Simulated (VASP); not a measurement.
**AlN (wurtzite): computed properties**

Level of theory: PBEsol GGA, VASP's PBE PAW potentials (set 64) (plane waves; VASP).

| Property | Result |
|---|---|
| space group | P6_3mc (186) |
| cell | a = b = 3.113 Å, c = 4.984 Å, α = β = 90.00°, γ = 120.00° |
| volume per atom | 10.46 Å³/atom |
| band gap (over mesh and band path) | 4.11 eV |
| smallest direct gap (over mesh and band path) | 4.11 eV |
| Hill bulk modulus | 202 GPa |
| Hill shear modulus | 120 GPa |
| Poisson's ratio | 0.253 |
| band-edge character | direct, Γ to Γ |
| density | 3.25 g/cm³ |
| mean ε∞ (DFPT) | 4.57 |
| mean ε∞ (independent particles) | 4.72 |
| C11 | 381 GPa |
| C12 | 138 GPa |
| C13 | 108 GPa |
| C33 | 357 GPa |
| C44 | 111 GPa |
| C66 | 122 GPa |

```cif
data_Al2N2
_chemical_formula_sum 'Al2 N2'
_space_group_name_H-M_alt 'P 1'
_space_group_IT_number 1
_cell_length_a 3.11330
_cell_length_b 3.11330
_cell_length_c 4.98373
_cell_angle_alpha 90.000
_cell_angle_beta 90.000
_cell_angle_gamma 120.000
loop_
_space_group_symop_operation_xyz
  'x, y, z'
loop_
_atom_site_label
_atom_site_type_symbol
_atom_site_fract_x
_atom_site_fract_y
_atom_site_fract_z
_atom_site_occupancy
Al1 Al 0.66667 0.33333 0.50002 1
Al2 Al 0.33333 0.66667 0.00002 1
N1 N 0.66667 0.33333 0.88198 1
N2 N 0.33333 0.66667 0.38198 1
```

Measured: gap 6.51 eV (computed value off by -2.40 eV), as given by Martin Feneberg et al., Physical Review B (2010), doi:10.1103/physrevb.82.075208 [zero-point renormalisation of 0.417 eV (from the measured temperature dependence, row gaps:miglio2020:AlN_wz:gap_zpr, arXiv:2011.12765) added back]; bulk modulus 211 GPa (computed value off by -4.1 %), as given by Cormac Toher et al., Physical Review Materials (2017), arXiv:1611.05714. The calculation is for a static lattice, while the measured bulk modulus holds thermal and zero-point effects, which are part of the difference.

The compound is AlN in the wurtzite structure. It was relaxed first. Symmetry was kept, so distortions that lower it aren't found.
